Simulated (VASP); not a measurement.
VASP ran on this input.

POSCAR:
```
IrO2
1
    4.4227402472     0.0000000000     0.0000000000
    0.0000000000     4.4227402472     0.0000000000
    0.0000000000     0.0000000000     3.1386755061
Ir O
2 4
Direct
  0.0000000000   0.0000000000   0.0000000000
  0.5000000000   0.5000000000   0.5000000000
  0.3091661626   0.3091661626   0.0000000000
  0.8091661626   0.1908338374   0.5000000000
  0.1908338374   0.8091661626   0.5000000000
  0.6908338374   0.6908338374   0.0000000000
```

INCAR:
```
! general
SYSTEM =IrO2
PREC   =Accurate
ENCUT  =620   ! plane-wave cut-off (eV)
LREAL  =F
LASPH  =T   ! aspherical one-centre terms

! electronic loop
EDIFF  =1E-6
NELM   =100   ! most electronic steps
ALGO   =Normal   ! blocked Davidson
LMAXMIX=6   ! l cut-off of mixed one-centre charges

! smearing
ISMEAR =1
SIGMA  =0.1

! ions
IBRION =2   ! conjugate gradients
NSW    =40
ISIF   =3   ! ions, shape and volume
EDIFFG =-0.02
PSTRESS=100

! output
LWAVE  =F
LCHARG =F
```

File KPOINTS:
```
Regular mesh
0
G
7 7 10
```

POTCAR, in this order: Ir O (LDA.64 set). Program: vasp_std.

**Question.** Write an equivalent input for Ansatz.

**Answer.** One equivalent input (not run):
Ansatz 0.2 input:
```yaml
crystal:
  lattice:
    - [4.4227402, 0.0000000, 0.0000000]
    - [0.0000000, 4.4227402, 0.0000000]
    - [0.0000000, 0.0000000, 3.1386755]
  atoms:
    - { symbol: Ir, position: [0.0000000, 0.0000000, 0.0000000] }
    - { symbol: Ir, position: [0.5000000, 0.5000000, 0.5000000] }
    - { symbol: O, position: [0.3091662, 0.3091662, 0.0000000] }
    - { symbol: O, position: [0.8091662, 0.1908338, 0.5000000] }
    - { symbol: O, position: [0.1908338, 0.8091662, 0.5000000] }
    - { symbol: O, position: [0.6908338, 0.6908338, 0.0000000] }
kpoints:
  mp_grid: { grid: [7, 7, 10] }
hamiltonian:
  xc: lda
  pseudopotentials: { kind: paw }
scf:
  occupations: { method: methfessel_paxton, width: 0.1 }
  max_iter: 100
relax:
  max_steps: 40
  f_tol: 0.02
  cell: { p_target: 10 }
output: { forces: true, stress: true, eigenvalues: true }
```
What does not carry over: each code has its own PAW files, so the cut-off isn't converted (ENCUT is set for VASP's; basis.ecutwfc is left out, and Ansatz then takes the one that its files recommend); Ansatz stops its SCF on the density residual and VASP on the energy change (EDIFF); Ansatz's lda is the Perdew-Wang form, while the LDA potentials of VASP carry Perdew-Zunger's.

The compound is IrO2 in the rutile structure. This run relaxes it under an external pressure of 10 GPa. Symmetry was kept, so distortions that lower it aren't found.
